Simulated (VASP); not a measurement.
Set up this calculation in VASP 6.6.1, as the native input.

```
Task                   : single point
Functional             : PBE
Potentials or basis    : VASP PAW PBE potentials, release 64 (Mn_pv, Hg)
Cutoff                 : 520 eV
k mesh                 : 6 × 6 × 6
Occupations            : gaussian, width 0.1 eV
Spin                   : collinear spin, typed start
Starting moments       : [4.0, 0.0] μB
Dipole correction      : no
Further INCAR settings : ALGO = Fast; EDIFF = 1e-07; NBANDS = 24
```

The structure of MnHg lies in POSCAR:

```
MnHg
1.0
    3.3150000000      0.0000000000      0.0000000000
    0.0000000000      3.3150000000      0.0000000000
    0.0000000000      0.0000000000      3.3150000000
Mn Hg
1 1
Direct
    0.5000000000      0.5000000000      0.5000000000
    0.0000000000      0.0000000000      0.0000000000
```

The input as run:

INCAR

```
PREC = Accurate
ENCUT = 520
EDIFF = 1E-7
ISMEAR = 0
SIGMA = 0.1
LREAL = False
LASPH = True
NELM = 150
ALGO = Fast
ISIF = 2
LWAVE = False
LCHARG = False
ISPIN = 2
MAGMOM = 4 0
LORBIT = 11
LMAXMIX = 4
GGA = PE
NBANDS = 24
```

KPOINTS

```
regular mesh
0
Gamma
  6 6 6
```

Potentials or basis: VASP PAW PBE potentials, release 64 (Mn_pv, Hg).

Command:

```console
$ cat potpaw_PBE.64/Mn_pv/POTCAR potpaw_PBE.64/Hg/POTCAR > POTCAR
$ mpirun -np 1 vasp_std > vasp.out
```

Results of the run:

```json
{
 "Pressure": "0.7 GPa",
 "Band gap on the k mesh": "none (metal or under the smearing width)",
 "Net moment": "3.88 μB per cell",
 "Site moments": "Mn +3.80; Hg -0.05 μB",
 "Valence electrons inside the program's atomic spheres": "Mn 11.40; Hg 10.59"
}
```

Run time: 19 s on 1 thread of Intel(R) Xeon(R) 6975P-C (Granite Rapids), on a shared host, peak memory 0.18 GiB.
